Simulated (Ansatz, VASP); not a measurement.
# Cross-check of Pt (Pt(100)) between VASP and Ansatz, part 2 of 2

Wanted: the spread between two codes on one cell, functional and k mesh. Of the first pair: The structure shown is the start of the Ansatz relaxation below; VASP solves that cell, so the two are compared at the walk's first step.

VASP 6.6.1 and Ansatz 0.2.0.

So far. Step 4 (Comparison): The forces differ by 5.5 meV/Å r.m.s., which is 2.6 % of the r.m.s. force of 0.212 eV/Å (both taken over all components). Where the cell holds vacuum, a pressure given here is an average over it and none of the material. Step 5 (Ansatz: relaxation, PBEsol): This is the run of step 2 again, met here at its other cell.

### Step 6. VASP: single point, PBEsol, relaxed atoms in a fixed cell, pair 2

Level of this step: PBEsol; plane waves and PAW (Pt) (VASP).

The same cell, functional, mesh and smearing now go to VASP, with its own data sets.

Input file INCAR:

```
SYSTEM = Pt
PREC = Accurate
ENCUT = 400
EDIFF = 1E-06
NELM = 120
ISMEAR = -1
SIGMA = 0.1
LREAL = .FALSE.
ALGO = Normal
GGA = PS
NBANDS = 26
LASPH = .TRUE.
LORBIT = 11
LWAVE = .FALSE.
LCHARG = .FALSE.
ISIF = 2
LDIPOL = .TRUE.
IDIPOL = 3
DIPOL = 0.5 0.5 0.499
LVHAR = .TRUE.
GGA_COMPAT = .FALSE.
NELMDL = -8
KPAR = 4
```

Input file POSCAR:

```
Pt
1.0
    2.7718585823      0.0000000000      0.0000000000
    0.0000000000      2.7718585823      0.0000000000
    0.0000000000      0.0000000000     23.8800000000
Pt
4
Direct
    0.5000000000      0.5000000000      0.3768844221
    0.0000000000      0.0000000000      0.4589614740
    0.5000000000      0.5000000000      0.5399007521
    0.0000000000      0.0000000000      0.6194335397
```

Input file KPOINTS:

```
Automatic mesh
0
Gamma
11 11 1
0 0 0
```

The projector-augmented-wave data sets are Pt (PBE family, release 64).

On the command line:

```
> mpirun -np 4 vasp_std
```

Numbers of over 12 decimals in the logs are rounded to 6 here.

Log:

```text
[banner, memory and clock lines left out]
running    4 mpi-ranks, on    1 nodes
[...]
[... a notice as in an earlier step ...]

 LDA part: xc-table for (Slater+PW92), standard interpolation
 POSCAR, INCAR and KPOINTS ok, starting setup
[...]
entering main loop
       N       E                     dE             d eps       ncg     rms          rms(c)
DAV:   1     0.232536111461E+03    0.23254E+03   -0.15256E+04  1092   0.104E+03
DAV:   2    -0.156765102288E+02   -0.24821E+03   -0.23783E+03  1460   0.236E+02
DAV:   3    -0.273842397378E+02   -0.11708E+02   -0.11295E+02  1308   0.520E+01
DAV:   4    -0.276584967128E+02   -0.27426E+00   -0.27108E+00  1388   0.803E+00
[...]
DAV:  30    -0.258305575795E+02   -0.37955E-05   -0.25984E-06   792   0.732E-03    0.313E-03
DAV:  31    -0.258305596388E+02   -0.20593E-05   -0.13535E-07   778   0.254E-03    0.278E-03
DAV:  32    -0.258305603288E+02   -0.69003E-06   -0.19793E-07   632   0.209E-03
   1 F= -.25830560E+02 E0= -.25721640E+02  d E =-.217841E+00
```

Parts of OUTCAR (step 6):

```text
  Total       -3.8783881     -3.8783881     -0.9746420      0.0000000      0.0000000      0.0000000
  in kB      -33.8676755    -33.8676755     -8.5109737      0.0000000      0.0000000      0.0000000
  external PRESSURE =     -25.4154416 kB  Pullay stress =       0.0000000 kB

 POSITION                                       TOTAL-FORCE (eV/Angst)
 -----------------------------------------------------------------------------------
      1.38593      1.38593      9.00000        -0.000000      0.000000      0.444286
      0.00000      0.00000     10.96000        -0.000000     -0.000000     -0.428310
      1.38593      1.38593     12.89283        -0.000000     -0.000000     -0.003187
      0.00000      0.00000     14.79207         0.000000      0.000000     -0.012789
 -----------------------------------------------------------------------------------
    total drift:                                0.000000      0.000000      0.000771

  FREE ENERGIE OF THE ION-ELECTRON SYSTEM (eV)
  ---------------------------------------------------
  free  energy   TOTEN  =       -25.8305603288 eV

  energy  without entropy=      -25.6127193640  energy(sigma->0) =      -25.72163985

[... 2 parts as in an earlier step ...]

[... 1 further part left out ...]
[key lines of the parts left out:]
E-fermi :  -0.2430
```

### Step 7. Comparison

What differs besides the data sets and the points named for the pairs above, as far as they apply: the data sets hold 72 valence electrons in Ansatz (on its default PAW (the set named soft_2) files) and 40 in VASP. Total energies have different zeros and are not compared.

Both answers:

```
                                   quantity  Ansatz  VASP  difference
 work function, lower of the two faces (eV)    5.74  5.74        0.00
work function, higher of the two faces (eV)    5.75  5.76        0.00
```

Forces (eV/Å; atoms numbered as in POSCAR):

```
atom        Ansatz x, y, z          VASP x, y, z
 Pt1   0.000, 0.000, 0.432   0.000, 0.000, 0.444
 Pt2  0.000, 0.000, -0.434  0.000, 0.000, -0.428
 Pt3   0.000, 0.000, 0.001  0.000, 0.000, -0.003
 Pt4   0.000, 0.000, 0.001  0.000, 0.000, -0.013
```

The forces differ by 5.8 meV/Å r.m.s., which is 3.3 % of the r.m.s. force of 0.178 eV/Å (both taken over all components). Where the cell holds vacuum, a pressure given here is an average over it and none of the material.

### Step 8. Ansatz: single point, PBEsol, pair 3

With cell and atoms fixed, the geometry can't cause a difference; cores, projectors, grids and the points listed under the comparison can. This pair takes another cell of the material, with 16 atoms against 4 for the pair before.

The cell is taken from a series of runs on this material, whose earlier steps may have relaxed, scaled, displaced or heated it; both programs get it as it stands.

Input file input.yaml:

```yaml
crystal:
  lattice:
    - [5.5437171646, 0.0, 0.0]
    - [0.0, 5.5437171646, 0.0]
    - [0.0, 0.0, 26.8135299019]
  atoms:
    - { symbol: Pt, position: [0.25, 0.25, 0.3356514429] }
    - { symbol: Pt, position: [0.0, 0.0, 0.4087488682] }
    - { symbol: Pt, position: [0.25, 0.25, 0.4827125057] }
    - { symbol: Pt, position: [-0.0054780855, -0.0054780855, 0.5559624257] }
    - { symbol: Pt, position: [0.25, 0.75, 0.3356514429] }
    - { symbol: Pt, position: [0.0, 0.5, 0.4087488682] }
    - { symbol: Pt, position: [0.25, 0.75, 0.4816780014] }
    - { symbol: Pt, position: [-0.0054780855, 0.5054780855, 0.5559624257] }
    - { symbol: Pt, position: [0.75, 0.25, 0.3356514429] }
    - { symbol: Pt, position: [0.5, 0.0, 0.4087488682] }
    - { symbol: Pt, position: [0.75, 0.25, 0.4816780014] }
    - { symbol: Pt, position: [0.5054780855, -0.0054780855, 0.5559624257] }
    - { symbol: Pt, position: [0.75, 0.75, 0.3356514429] }
    - { symbol: Pt, position: [0.5, 0.5, 0.4087488682] }
    - { symbol: Pt, position: [0.75, 0.75, 0.479968749] }
    - { symbol: Pt, position: [0.5054780855, 0.5054780855, 0.5559624257] }
kpoints:
  mp_grid: { grid: [6, 6, 1] }
hamiltonian:
  xc: pbesol
scf:
  occupations: { method: fermi_dirac, width: 0.1 }
  convergence: { dr2_threshold: 1.0e-08 }
efield:
  axis: 3
  dipole_correction: true
  ramp_position: 0.97
  ramp_width: 0.06
output:
  write_potential: true
  write_density: true
  volumetric_format: npy
```

On the command line:

```
> ansatz run input.yaml --threads 4 --pin off --max-ram 6144MiB --backend cpu --events-out ev --progress --plain --runs-dir out
```

Log:

```text
[...]
Crystal: 16 atoms, lattice volume = 824.055 Å³
Basis set: ecut = 420 eV, 16141 PW (Γ)
Bands: 173, of which v1, the nominal top of the filled ones, is band 144 counted from 1 (143 counted from 0)
Symmetry: 8 space group operations
[...]
k-points: 10 of 36
[...]
k-point 0: bands = [... 140 lower, 2.8478, 2.9298, 2.9491, 2.9491, 3.1480, 3.1795, 3.7736, 3.7736, ... 25 higher]
  k-point 1: bands = [... 140 lower, 2.5654, 2.7279, 2.7420, 2.8098, 2.8319, 3.0162, 3.1681, 3.3859, ... 25 higher]
  k-point 2: bands = [... 140 lower, 2.4847, 2.6267, 2.6717, 2.7065, 2.7076, 2.7849, 2.9401, 2.9434, ... 25 higher]
  k-point 9: bands = [... 140 lower, 1.8819, 1.9052, 1.9052, 1.9203, 2.7716, 2.7989, 2.7989, 2.8306, ... 25 higher]
[key lines of the parts left out:]
SCF converged after 12 iterations
Free energy (F): -198132.862550 eV
Fermi energy:    2.685899 eV
Dipole field:    D = -0.000211 V/Å  (p = -0.000963 e·Å, saw-weighted, corrected)
Work function:   Φ+ = 5.7709 eV   Φ− = 5.7652 eV
```

### Step 9. VASP: single point, PBEsol, pair 3

The same cell, functional, mesh and smearing now go to VASP, with its own data sets.

INCAR: that of step 6 with these lines changed.

```diff
@@ -10,3 +10,3 @@
 GGA = PS
-NBANDS = 26
+NBANDS = 99
 LASPH = .TRUE.
@@ -18,3 +18,3 @@
 IDIPOL = 3
-DIPOL = 0.5 0.5 0.499
+DIPOL = 0.5 0.5 0.445
 LVHAR = .TRUE.
```

Input file POSCAR:

```
Pt
1.0
    5.5437171646      0.0000000000      0.0000000000
    0.0000000000      5.5437171646      0.0000000000
    0.0000000000      0.0000000000     26.8135299019
Pt
16
Direct
    0.2500000000      0.2500000000      0.3356514429
    0.0000000000      0.0000000000      0.4087488682
    0.2500000000      0.2500000000      0.4827125057
    0.9945219145      0.9945219145      0.5559624257
    0.2500000000      0.7500000000      0.3356514429
    0.0000000000      0.5000000000      0.4087488682
    0.2500000000      0.7500000000      0.4816780014
    0.9945219145      0.5054780855      0.5559624257
    0.7500000000      0.2500000000      0.3356514429
    0.5000000000      0.0000000000      0.4087488682
    0.7500000000      0.2500000000      0.4816780014
    0.5054780855      0.9945219145      0.5559624257
    0.7500000000      0.7500000000      0.3356514429
    0.5000000000      0.5000000000      0.4087488682
    0.7500000000      0.7500000000      0.4799687490
    0.5054780855      0.5054780855      0.5559624257
```

Input file KPOINTS:

```
Automatic mesh
0
Gamma
6 6 1
0 0 0
```

On the command line:

```
> mpirun -np 4 vasp_std
```

Log:

```text
[banner, memory and clock lines left out]
running    4 mpi-ranks, on    1 nodes
[...]
[... a notice as in an earlier step ...]

 LDA part: xc-table for (Slater+PW92), standard interpolation
 POSCAR, INCAR and KPOINTS ok, starting setup
[...]
entering main loop
       N       E                     dE             d eps       ncg     rms          rms(c)
DAV:   1     0.100753634919E+04    0.10075E+04   -0.58743E+04  1980   0.109E+03
DAV:   2    -0.297557091657E+02   -0.10373E+04   -0.95049E+03  2549   0.247E+02
DAV:   3    -0.107722266460E+03   -0.77967E+02   -0.71491E+02  2280   0.657E+01
DAV:   4    -0.110431803808E+03   -0.27095E+01   -0.26558E+01  2613   0.120E+01
[...]
DAV:  34    -0.103205655879E+03   -0.44511E-05   -0.40836E-07  1306   0.278E-03    0.852E-03
DAV:  35    -0.103205662468E+03   -0.65893E-05   -0.67728E-07  1275   0.318E-03    0.473E-03
DAV:  36    -0.103205662904E+03   -0.43594E-06   -0.30826E-07  1181   0.231E-03
   1 F= -.10320566E+03 E0= -.10275145E+03  d E =-.908419E+00
```

Parts of OUTCAR (step 9):

```text
  Total      -21.0302870    -21.0302870     -9.9564843      0.0000000      0.0000000      0.0000000
  in kB      -40.8883572    -40.8883572    -19.3579996      0.0000000      0.0000000      0.0000000
  external PRESSURE =     -33.7115713 kB  Pullay stress =       0.0000000 kB

 POSITION                                       TOTAL-FORCE (eV/Angst)
 -----------------------------------------------------------------------------------
      1.38593      1.38593      9.00000        -0.000000     -0.000000      0.473628
      0.00000      0.00000     10.96000         0.090239      0.090239     -0.271535
      1.38593      1.38593     12.94323        -0.000000     -0.000000      0.417085
      5.51335      5.51335     14.90732         0.210497      0.210497     -0.646207
      1.38593      4.15779      9.00000        -0.000000     -0.000000      0.424620
      0.00000      2.77186     10.96000         0.090239     -0.090239     -0.271535
      1.38593      4.15779     12.91549        -0.000000     -0.000000      0.438991
      5.51335      2.80223     14.90732         0.210497     -0.210497     -0.646207
      4.15779      1.38593      9.00000        -0.000000     -0.000000      0.424620
      2.77186      0.00000     10.96000        -0.090239      0.090239     -0.271535
      4.15779      1.38593     12.91549        -0.000000     -0.000000      0.438991
      2.80223      5.51335     14.90732        -0.210497      0.210497     -0.646207
      4.15779      4.15779      9.00000        -0.000000     -0.000000      0.393309
      2.77186      2.77186     10.96000        -0.090239     -0.090239     -0.271535
      4.15779      4.15779     12.86966        -0.000000     -0.000000      0.659727
      2.80223      2.80223     14.90732        -0.210497     -0.210497     -0.646207
 -----------------------------------------------------------------------------------
    total drift:                                0.000000      0.000000     -0.000634

  FREE ENERGIE OF THE ION-ELECTRON SYSTEM (eV)
  ---------------------------------------------------
  free  energy   TOTEN  =      -103.2056629042 eV

  energy  without entropy=     -102.2972441651  energy(sigma->0) =     -102.75145353

[... 3 further parts left out ...]
[key lines of the parts left out:]
E-fermi :  -0.8736
```

### Step 10. Side by side

What differs besides the data sets and the points named for the pairs above, as far as they apply: the data sets hold 288 valence electrons in Ansatz (on its default PAW (the set named soft_2) files) and 160 in VASP. Total energies have different zeros and are not compared.

Both answers:

```
                                   quantity  Ansatz  VASP  difference
 work function, lower of the two faces (eV)    5.77  5.77        0.00
work function, higher of the two faces (eV)    5.77  5.78        0.00
```

Where the cell holds vacuum, a pressure given here is an average over it and none of the material.

### Step 11. Results

| Quantity | Value |
| --- | --- |
| r.m.s. force difference (single point, PBEsol, start cell, pair 1) | 2.6 % of the r.m.s. force |
| r.m.s. force difference (single point, PBEsol, relaxed atoms in a fixed cell, pair 2) | 5.8 meV/Å |
| difference in work function, higher of the two faces (single point, PBEsol, pair 3) | -0.0047 eV |

What this shows: The r.m.s. force difference is 2.6 % of the r.m.s. force (single point, PBEsol, start cell, pair 1), within the 3 % picked in this series as the mark of a large difference. The data sets hold unlike numbers of valence electrons (72 in Ansatz and 40 in VASP and 288 in Ansatz and 160 in VASP), so part of the differences may come from the potentials. How closely two codes agree says nothing of how well the functional describes the real material.

[Lines on the potential files, build, host, timing and source positions are cut from VASP's logs without a mark.]

[Logs are printed without paths, hosts, clocks, repeated set-up lines and the standing remarks that a program may print on its own settings, such as how far it seeks lower states.]

[Hosts, paths, dates, database ids (printed as entryN), source tags and the programs' standing remarks are cut or masked in the printed files.]
